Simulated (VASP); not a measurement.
Calculation: r2SCAN meta-GGA, VASP's PBE PAW potentials (set 64) (plane waves; VASP).

VASP ran on this input.

**INCAR**
```
# general
SYSTEM   =  RhSb
PREC     =  Accurate
ENCUT    =  400
LREAL    =  F
LASPH    =  T

# electronic loop
EDIFF    =  1E-6
NELM     =  100
ALGO     =  Normal
LMAXMIX  =  4
LMIXTAU  =  T

# smearing
ISMEAR   =  1
SIGMA    =  0.1

# functional
METAGGA  =  R2SCAN

# ions
IBRION   =  2
NSW      =  60
ISIF     =  3
EDIFFG   =  -0.01

# output
LWAVE    =  F
LCHARG   =  F
```

File KPOINTS:
```
kpoints
0
Gamma
11 11 11
0 0 0
```

### POSCAR
```
RhSb
1.0
  0.0000000000   2.6916972977   2.6916972977
  2.6916972977   0.0000000000   2.6916972977
  2.6916972977   2.6916972977   0.0000000000
Rh Sb
1 1
direct
  0.0000000000   0.0000000000   0.0000000000
  0.5000000000   0.5000000000   0.5000000000
```

POTCAR, in this order: Rh_pv Sb (PBE.64 set). Program: vasp_std.

The resulting files:

### OSZICAR
```
       N       E                     dE             d eps       ncg     rms          rms(c)
DAV:   1     0.641948697790E+02    0.64195E+02   -0.10370E+04  1896   0.113E+03
DAV:   2    -0.527136733979E+02   -0.11691E+03   -0.11430E+03  1862   0.302E+02
DAV:   3    -0.549734666055E+02   -0.22598E+01   -0.22439E+01  1832   0.476E+01
DAV:   4    -0.550015898618E+02   -0.28123E-01   -0.28120E-01  1886   0.549E+00
DAV:   5    -0.550024651314E+02   -0.87527E-03   -0.87526E-03  1874   0.933E-01    0.846E+00
DAV:   6    -0.501798377923E+02    0.48226E+01   -0.33227E+00  1610   0.234E+01    0.327E+00
DAV:   7    -0.500575973226E+02    0.12224E+00   -0.57828E-01  1598   0.926E+00    0.272E+00
DAV:   8    -0.501025702134E+02   -0.44973E-01   -0.57564E-02  1634   0.231E+00    0.138E+00
DAV:   9    -0.501033539448E+02   -0.78373E-03   -0.88205E-02  1742   0.364E+00    0.127E-01
DAV:  10    -0.501057488204E+02   -0.23949E-02   -0.10210E-02  1670   0.835E-01    0.917E-02
DAV:  11    -0.501070399995E+02   -0.12912E-02   -0.42886E-03  1700   0.544E-01    0.925E-02
DAV:  12    -0.501076129194E+02   -0.57292E-03   -0.79931E-04  1640   0.310E-01    0.216E-02
DAV:  13    -0.501076106011E+02    0.23183E-05   -0.73280E-05  1754   0.797E-02    0.136E-02
DAV:  14    -0.501076642694E+02   -0.53668E-04   -0.46231E-05  1754   0.625E-02    0.329E-03
DAV:  15    -0.501076668970E+02   -0.26276E-05   -0.15601E-06  1454   0.120E-02    0.279E-03
DAV:  16    -0.501076640885E+02    0.28085E-05   -0.51642E-07   970   0.899E-03    0.738E-04
DAV:  17    -0.501076667806E+02   -0.26922E-05   -0.26959E-07   850   0.636E-03    0.177E-03
DAV:  18    -0.501076661531E+02    0.62758E-06   -0.18849E-08   868   0.146E-03
   1 F= -.50107666E+02 E0= -.50107642E+02  d E =-.501077E+02
       N       E                     dE             d eps       ncg     rms          rms(c)
DAV:   1    -0.501391975239E+02   -0.31531E-01   -0.43308E-01  1580   0.864E+00    0.136E+00
DAV:   2    -0.501166128189E+02    0.22585E-01   -0.22846E-01  1568   0.556E+00    0.675E-01
DAV:   3    -0.501077267868E+02    0.88860E-02   -0.27272E-02  1568   0.193E+00    0.144E-01
DAV:   4    -0.501073339548E+02    0.39283E-03   -0.19295E-03  1616   0.265E-01    0.447E-02
DAV:   5    -0.501074257958E+02   -0.91841E-04   -0.25358E-04  1598   0.168E-01    0.391E-02
DAV:   6    -0.501073721418E+02    0.53654E-04   -0.21320E-04  1724   0.116E-01    0.206E-02
DAV:   7    -0.501074661409E+02   -0.93999E-04   -0.81145E-05  1646   0.762E-02    0.359E-03
DAV:   8    -0.501074644538E+02    0.16871E-05   -0.43727E-06  1646   0.179E-02    0.243E-03
DAV:   9    -0.501074648029E+02   -0.34911E-06   -0.58496E-08   850   0.230E-03
   2 F= -.50107465E+02 E0= -.50107437E+02  d E =0.201350E-03
       N       E                     dE             d eps       ncg     rms          rms(c)
DAV:   1    -0.501188329580E+02   -0.11369E-01   -0.14785E-01  1580   0.506E+00    0.789E-01
DAV:   2    -0.501113403949E+02    0.74926E-02   -0.84148E-02  1568   0.331E+00    0.412E-01
DAV:   3    -0.501079683963E+02    0.33720E-02   -0.98731E-03  1568   0.116E+00    0.869E-02
DAV:   4    -0.501078445143E+02    0.12388E-03   -0.71183E-04  1610   0.159E-01    0.275E-02
DAV:   5    -0.501078474306E+02   -0.29163E-05   -0.11610E-04  1610   0.120E-01    0.215E-02
DAV:   6    -0.501078419704E+02    0.54602E-05   -0.86162E-05  1724   0.749E-02    0.109E-02
DAV:   7    -0.501078580333E+02   -0.16063E-04   -0.45623E-05  1652   0.575E-02    0.387E-03
DAV:   8    -0.501078662789E+02   -0.82457E-05   -0.55161E-06  1646   0.198E-02    0.174E-03
DAV:   9    -0.501078658916E+02    0.38733E-06   -0.59129E-08   808   0.250E-03
   3 F= -.50107866E+02 E0= -.50107840E+02  d E =-.199739E-03
```

File OUTCAR:
```
------------------------ aborting loop because EDIFF is reached ----------------------------------------
  FORCE on cell =-STRESS in cart. coord.  units (eV):
  Direction    XX          YY          ZZ          XY          YZ          ZX
  --------------------------------------------------------------------------------------
  Total        0.0031588      0.0031588      0.0031588     -0.0000000      0.0000000     -0.0000000
  in kB        0.1302013      0.1302013      0.1302013     -0.0000000      0.0000000     -0.0000000
  external PRESSURE =       0.1302013 kB  Pullay stress =       0.0000000 kB
  volume of cell :       38.87
      direct lattice vectors                 reciprocal lattice vectors
     0.000000000  2.688613116  2.688613116    -0.185969486  0.185969486  0.185969486
     2.688613116 -0.000000000  2.688613116     0.185969486 -0.185969486  0.185969486
     2.688613116  2.688613116 -0.000000000     0.185969486  0.185969486 -0.185969486
 POSITION                                       TOTAL-FORCE (eV/Angst)
 -----------------------------------------------------------------------------------
      0.00000      0.00000      0.00000        -0.000000      0.000000      0.000000
      2.68861      2.68861      2.68861         0.000000     -0.000000     -0.000000
 -----------------------------------------------------------------------------------
    total drift:                               -0.000000     -0.000000      0.000000
  FREE ENERGIE OF THE ION-ELECTRON SYSTEM (eV)
  ---------------------------------------------------
  free  energy   TOTEN  =       -50.1078658916 eV

  energy  without entropy=      -50.1077887998  energy(sigma->0) =      -50.10784019

 reached required accuracy - stopping structural energy minimisation
```
(Selected blocks of OUTCAR.)

### CONTCAR
```
RhSb
   1.00000000000000
     0.0000000000000000    2.6886131155839323    2.6886131155839323
     2.6886131155839323   -0.0000000000000000    2.6886131155839323
     2.6886131155839323    2.6886131155839323   -0.0000000000000000
  Rh              Sb
     1     1
Direct
     0.0000000000000000    0.0000000000000000    0.0000000000000000
     0.5000000000000000    0.5000000000000000    0.5000000000000000
```

### OUTCAR
```
 val. band max:        9.7423483524   @ k =   0.4545   0.3636   0.0000

 cond. band min:       9.8094129725   @ k =  -0.1818   0.2727   0.0909


 Fermi energy:         9.8035784922

 k-point     1 :       0.0000    0.0000    0.0000
  band No.  band energies     occupation
      1     -37.5915      2.00000
      2     -37.5915      2.00000
      3     -37.5915      2.00000
      4      -2.7061      2.00000
      5       7.2335      2.00000
      6       7.2335      2.00000
      7       7.2335      2.00000
      8       7.4593      2.00000
      9       7.4593      2.00000
     10      11.6962     -0.00000
     11      11.6962     -0.00000
     12      11.6962     -0.00000
     13      17.9880      0.00000
     14      18.7618      0.00000

 k-point     2 :       0.0909    0.0000    0.0000
  band No.  band energies     occupation
      1     -37.5924      2.00000
      2     -37.5913      2.00000
      3     -37.5913      2.00000
      4      -2.5720      2.00000
      5       7.0861      2.00000
      6       7.1667      2.00000
      7       7.1667      2.00000
      8       7.3616      2.00000
      9       7.3616      2.00000
     10      11.1222     -0.00000
     11      12.0116      0.00000
     12      12.0116      0.00000
     13      18.3565      0.00000
     14      18.7693      0.00000

 k-point     3 :       0.1818    0.0000    0.0000
  band No.  band energies     occupation
      1     -37.5965      2.00000
      2     -37.5912      2.00000
      3     -37.5912      2.00000
      4      -2.1777      2.00000
      5       6.5683      2.00000
      6       6.7103      2.00000
      7       6.7103      2.00000
      8       7.4877      2.00000
      9       7.4877      2.00000
     10      10.0753     -0.00083
     11      12.7645      0.00000
     12      12.7645      0.00000
     13      17.5324      0.00000
     14      19.8417      0.00000

 k-point     4 :       0.2727    0.0000    0.0000
  band No.  band energies     occupation
...
```

Unless said otherwise, spin-orbit coupling is left out, though it shifts the bands of the heavy elements here.

The structure was generated: RhSb was put into the rock salt type (Fm-3m), which need not be its known phase. This run relaxes it. Symmetry was kept, so distortions that lower it aren't found. The start is the result of an earlier pass.
